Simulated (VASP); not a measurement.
An input for Quantum ESPRESSO's pw.x (written as the equivalent of a VASP run, and not itself run):

```
&CONTROL
  calculation = 'scf'
  pseudo_dir = './pseudo'
  outdir = './out'
  tprnfor = .true.
  tstress = .true.
/
&SYSTEM
  ibrav = 0
  nat = 4
  ntyp = 2
  ecutwfc = 84
  occupations = 'tetrahedra'
  input_dft = 'pbe'
/
&ELECTRONS
  conv_thr = 7.3e-09
  electron_maxstep = 100
/
ATOMIC_SPECIES
  Hf 178.490 Hf.upf
  N 14.007 N.upf
CELL_PARAMETERS angstrom
     3.1462578    0.0000000    0.0000000
    -1.5731289    2.7247394   -0.0000000
     0.0000000   -0.0000000    5.6623128
ATOMIC_POSITIONS crystal
  Hf   0.0000000  0.0000000  0.0000000
  Hf   0.0000000  0.0000000  0.5000000
  N    0.3333330  0.6666670  0.2500000
  N    0.6666670  0.3333330  0.7500000
K_POINTS automatic
  13 13 6 0 0 0
```

Question: Translate this input to VASP (INCAR, KPOINTS, POSCAR, choice of POTCAR).

Answer: This is not unique; one that fits is 
**POSCAR**
```
HfN
1
    3.1462578255     0.0000000000     0.0000000000
   -1.5731289128     2.7247393526    -0.0000000000
    0.0000000000    -0.0000000000     5.6623127859
Hf N
2 2
Direct
  0.0000000000   0.0000000000   0.0000000000
  0.0000000000   0.0000000000   0.5000000000
  0.3333330000   0.6666670000   0.2500000000
  0.6666670000   0.3333330000   0.7500000000
```

File KPOINTS:
```
Automatic
0
Gamma
13 13 6
0 0 0
```

INCAR:
```
! general
SYSTEM  = HfN
PREC    = Accurate
ENCUT   = 520
LREAL   = .False.
LASPH   = .True.

! electronic loop
EDIFF   = 1E-7
NELM    = 100
ALGO    = Normal
LMAXMIX = 6

! smearing
ISMEAR  = -5

! functional
GGA     = PE

! ions
ISIF    = 2

! output
LWAVE   = .False.
LCHARG  = .True.
LORBIT  = 11
NEDOS   = 601

! other
LEFG    = .True.
```

POTCAR, in this order: Hf_pv N (PBE.64 set). Program: vasp_std.

What does not carry over: the potentials are each code's own (VASP's PAW set, PseudoDojo norm-conserving files in pw.x), so ENCUT and ecutwfc are chosen apart and not converted; conv_thr bounds pw.x's estimated SCF error, while EDIFF bounds the energy change between steps; the field gradients of LEFG aren't asked of the other code.

The structure was generated: HfN was put into the NiAs type type (P6_3/mmc), which need not be its known phase. It was relaxed first, which changed the volume by -33 %.
